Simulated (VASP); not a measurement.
ZnO (wurtzite), at 1.04 of the tabulated volume:

```yaml
crystal:
  lattice:
    - [1.64638, -2.85162, 0.00000]
    - [1.64638, 2.85162, 0.00000]
    - [0.00000, 0.00000, 5.27856]
  atoms:
    - { symbol: Zn, position: [0.66667, 0.33333, 0.50000] }
    - { symbol: Zn, position: [0.33333, 0.66667, 0.00000] }
    - { symbol: O, position: [0.66667, 0.33333, 0.88200] }
    - { symbol: O, position: [0.33333, 0.66667, 0.38200] }
```

The lowest empty band near Γ, direction a*, from PBE with spin-orbit coupling in VASP (PAW); its two spin partners are averaged. The gap over the points computed is 0.71 eV, and the next band on that side lies 4.31 eV away at the edge.

Run with 520 eV cut-off, 9×9×5 Γ-centred mesh, Gaussian smearing of 0.050 eV, potentials Zn O.

```tsv
distance from the edge in k (1/Å)	distance in energy (meV)
0.012	4.1
0.018	9.2
0.025	17.7
0.035	33.9
0.050	66.6
0.070	122.7
```

### Question
Fit E(1 + αE) = ħ²k²/2m* (ħ²/2m0 = 3.810 eV Å²) and predict the row at 0.095 1/Å.

### Answer
Least squares on the energies gives the electron mass m* = 0.132 m0 and α = 1.24 per eV, and so 207.2 meV. The run gave 207.3 meV, +0.1 meV from the fit.

Left out are points under 3 meV from the edge, since the levels carry 0.1 meV, and points farther than half the way to the next band.

The compound is ZnO in the wurtzite structure. The cell was not relaxed at this level.
